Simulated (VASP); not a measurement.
OSZICAR of a VASP run on Hf (hcp):

File OSZICAR:
```
       N       E                     dE             d eps       ncg     rms          rms(c)
DAV:   1     0.489509767196E+02    0.48951E+02   -0.11710E+04  2360   0.134E+03
DAV:   2    -0.175470455321E+02   -0.66498E+02   -0.65368E+02  2976   0.268E+02
DAV:   3    -0.197051954736E+02   -0.21581E+01   -0.21060E+01  3162   0.312E+01
DAV:   4    -0.197274733517E+02   -0.22278E-01   -0.22264E-01  2774   0.402E+00
DAV:   5    -0.197278653465E+02   -0.39199E-03   -0.39196E-03  3390   0.423E-01    0.609E+01
DAV:   6    -0.191645901887E+02    0.56328E+00   -0.59912E-01  2508   0.590E+00    0.361E+01
DAV:   7    -0.189752018243E+02    0.18939E+00   -0.10267E+00  2612   0.735E+00    0.201E+00
DAV:   8    -0.189632082947E+02    0.11994E-01   -0.71508E-02  2646   0.197E+00    0.164E-01
DAV:   9    -0.189632765687E+02   -0.68274E-04   -0.13800E-03  3330   0.300E-01    0.206E-01
DAV:  10    -0.189632617573E+02    0.14811E-04   -0.10138E-04  2806   0.774E-02    0.347E-01
DAV:  11    -0.189632655687E+02   -0.38114E-05   -0.14672E-05  3000   0.336E-02    0.142E-02
DAV:  12    -0.189632658667E+02   -0.29803E-06   -0.81911E-07  3420   0.668E-03    0.703E-03
DAV:  13    -0.189632657628E+02    0.10393E-06   -0.15858E-08  1986   0.122E-03    0.496E-03
DAV:  14    -0.189632656229E+02    0.13996E-06   -0.45955E-09  1800   0.659E-04    0.878E-05
DAV:  15    -0.189632656265E+02   -0.36569E-08   -0.63430E-10  1710   0.200E-04
   1 F= -.18963266E+02 E0= -.18963214E+02  d E =-.189633E+02
       N       E                     dE             d eps       ncg     rms          rms(c)
DAV:   1    -0.189640383410E+02   -0.77272E-03   -0.41223E-02  2376   0.169E+00    0.193E-01
DAV:   2    -0.189635926256E+02    0.44572E-03   -0.64292E-04  3162   0.201E-01    0.731E-02
DAV:   3    -0.189634491067E+02    0.14352E-03   -0.17345E-04  3210   0.927E-02    0.608E-02
DAV:   4    -0.189634311637E+02    0.17943E-04   -0.51462E-05  3420   0.510E-02    0.309E-02
DAV:   5    -0.189634316767E+02   -0.51293E-06   -0.26458E-06  3006   0.126E-02    0.216E-03
DAV:   6    -0.189634316449E+02    0.31765E-07   -0.59052E-08  1812   0.193E-03
   2 F= -.18963432E+02 E0= -.18963379E+02  d E =-.166018E-03
```

Q: Which electronic solver shows in the log?

A: It is blocked Davidson (ALGO = Normal, or the opening steps of other solvers). The INCAR had ALGO = Normal.

Q: Can the final energy be trusted as converged?

A: The calculation finished and met its thresholds. It stopped with EDIFF = 1E-7, NELM = 100, NSW = 30 and EDIFFG = -0.01 after 2 ionic steps (RPBE GGA, plane waves, VASP's PBE PAW potentials (set 64)).

The compound is Hf in the hcp structure. This cell is one point of a volume scan, at 1.06 of the reference volume. Symmetry was kept, so distortions that lower it aren't found.
